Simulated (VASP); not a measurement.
Calculation: r2SCAN meta-GGA, VASP's PBE PAW potentials (set 64) (plane waves; VASP).

A VASP calculation is set up with these files.

### INCAR
```
SYSTEM = PbO
PREC = Accurate
ENCUT = 580
EDIFF = 1E-6
NELM = 100
ALGO = Normal
LREAL = .FALSE.
LASPH = .TRUE.
ISMEAR = 0
SIGMA = 0.05
METAGGA = R2SCAN
LMIXTAU = .TRUE.
LMAXMIX = 4
LWAVE = .FALSE.
LCHARG = .FALSE.
IBRION = 2
ISIF = 3
NSW = 60
EDIFFG = -0.02
```

KPOINTS:
```
Automatic
0
Gamma
  5 5 4
```

**POSCAR**
```
PbO
1
    3.9842276290     0.0000000000     0.0000000000
    0.0000000000     3.9842276290     0.0000000000
    0.0000000000     0.0000000000     5.2857066662
Pb O
2 2
Direct
  0.5000000000   1.0000000000   0.7757897531
  0.0000000000   0.5000000000   0.2242102469
  0.5000000000   0.5000000000   0.0000000000
  0.0000000000   1.0000000000   0.0000000000
```

POTCAR, in this order: Pb_d O (PBE.64 set). Program: vasp_std.

Predict the energy per atom (σ→0), volume per atom.

| Quantity | Result |
|---|---|
| energy per atom (σ→0) | -32.382 eV/atom |
| volume per atom | 21.12 Å³/atom |

**OSZICAR**
```
...
DAV:   5    -0.129526744756E+03   -0.57408E-03   -0.80525E-04   984   0.289E-01    0.201E-02
DAV:   6    -0.129526766921E+03   -0.22164E-04   -0.28155E-04   864   0.137E-01    0.129E-02
DAV:   7    -0.129526842283E+03   -0.75362E-04   -0.10525E-04  1024   0.114E-01    0.685E-03
DAV:   8    -0.129526847640E+03   -0.53574E-05   -0.22817E-05   888   0.457E-02    0.382E-03
DAV:   9    -0.129526885605E+03   -0.37965E-04   -0.22324E-05   904   0.488E-02    0.115E-03
DAV:  10    -0.129526890470E+03   -0.48643E-05   -0.17764E-06   720   0.160E-02    0.674E-04
DAV:  11    -0.129526890444E+03    0.25644E-07   -0.38031E-07   504   0.665E-03
   3 F= -.12952689E+03 E0= -.12952689E+03  d E =-.202845E-02
```

The compound is PbO in the litharge structure. This run relaxes it. Symmetry was kept, so distortions that lower it aren't found. The start is the result of an earlier pass.
